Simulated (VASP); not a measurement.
Output of a VASP run:

### OSZICAR
```
       N       E                     dE             d eps       ncg     rms          rms(c)
DAV:   1     0.787211349183E+02    0.78721E+02   -0.77669E+03   520   0.134E+03
DAV:   2    -0.948845875161E+00   -0.79670E+02   -0.76398E+02   545   0.249E+02
DAV:   3    -0.605638308391E+01   -0.51075E+01   -0.50908E+01   670   0.679E+01
DAV:   4    -0.609905637471E+01   -0.42673E-01   -0.42666E-01   560   0.650E+00
DAV:   5    -0.609927203350E+01   -0.21566E-03   -0.21566E-03   595   0.435E-01    0.515E+00
DAV:   6    -0.585760611779E+01    0.24167E+00   -0.56786E-01   776   0.218E+01    0.376E+00
DAV:   7    -0.583944302850E+01    0.18163E-01   -0.15384E-01   570   0.371E+00    0.150E+00
DAV:   8    -0.584022004246E+01   -0.77701E-03   -0.40958E-03   600   0.606E-01    0.428E-01
DAV:   9    -0.584049182039E+01   -0.27178E-03   -0.10610E-03   570   0.261E-01    0.632E-02
DAV:  10    -0.584057561809E+01   -0.83798E-04   -0.99680E-05   595   0.918E-02    0.166E-02
DAV:  11    -0.584059142646E+01   -0.15808E-04   -0.27034E-05   565   0.427E-02    0.470E-03
DAV:  12    -0.584059248502E+01   -0.10586E-05   -0.10126E-06   527   0.885E-03    0.290E-03
DAV:  13    -0.584059241600E+01    0.69017E-07   -0.19338E-07   370   0.588E-03
   1 F= -.58405924E+01 E0= -.58405924E+01  d E =-.101255E-11
```

**OUTCAR**
```
------------------------ aborting loop because EDIFF is reached ----------------------------------------
  FORCE on cell =-STRESS in cart. coord.  units (eV):
  Direction    XX          YY          ZZ          XY          YZ          ZX
  --------------------------------------------------------------------------------------
  Total        0.4529068      0.4529068      0.4529068      0.0000000      0.0000000     -0.0000000
  in kB       15.9231950     15.9231950     15.9231950      0.0000000      0.0000000     -0.0000000
  external PRESSURE =      15.9231950 kB  Pullay stress =       0.0000000 kB
  volume of cell :       45.57
      direct lattice vectors                 reciprocal lattice vectors
     0.000000000  2.835000000  2.835000000    -0.176366843  0.176366843  0.176366843
     2.835000000  0.000000000  2.835000000     0.176366843 -0.176366843  0.176366843
     2.835000000  2.835000000  0.000000000     0.176366843  0.176366843 -0.176366843
  FREE ENERGIE OF THE ION-ELECTRON SYSTEM (eV)
  ---------------------------------------------------
  free  energy   TOTEN  =        -5.8405924160 eV

  energy  without entropy=       -5.8405924160  energy(sigma->0) =       -5.84059242

 total charge

# of ion       s       p       d       tot
------------------------------------------
    1        0.529   0.441   9.818  10.789
    2        1.436   2.433   0.029   3.897
--------------------------------------------------
tot          1.965   2.874   9.847  14.686
```
(Selected blocks of OUTCAR.)

File POSCAR:
```
ZnSe
1
    0.0000000000     2.8350000000     2.8350000000
    2.8350000000     0.0000000000     2.8350000000
    2.8350000000     2.8350000000     0.0000000000
Zn Se
1 1
Direct
  0.0000000000   0.0000000000   0.0000000000
  0.2500000000   0.2500000000   0.2500000000
```

**Question.** Reconstruct the remaining input files.

**Answer.** One answer among several that fit: the input of the run itself, PBE GGA + U (Dudarev), plane waves, VASP's PBE PAW potentials (set 64).

### INCAR
```
SYSTEM = ZnSe
PREC = Accurate; ENCUT = 400; LREAL = .FALSE.
LASPH = .TRUE.
EDIFF = 1E-6; NELM = 100; ALGO = Normal
LMAXMIX = 4
ISMEAR = 0; SIGMA = 0.05
GGA = PE
LDAUL = 2 -1
LDAUU = 2.0 0
LDAUJ = 0 0
LDAU = .TRUE.; LDAUTYPE = 2; LDAUPRINT = 1
ISIF = 2
LWAVE = .FALSE.; LCHARG = .FALSE.; LORBIT = 10
```

KPOINTS:
```
Automatic
0
G
7 7 7
0 0 0
```

POTCAR, in this order: Zn Se (PBE.64 set). Program: vasp_std.

The compound is ZnSe in the zinc blende structure. The cell was not relaxed at this level. The run is one of a series of settings (LDAU = .TRUE., LDAUJ = 0 0, LDAUL = 2 -1, LDAUTYPE = 2, LDAUU = 2.0 0 against the base run), some of them coarse on purpose.
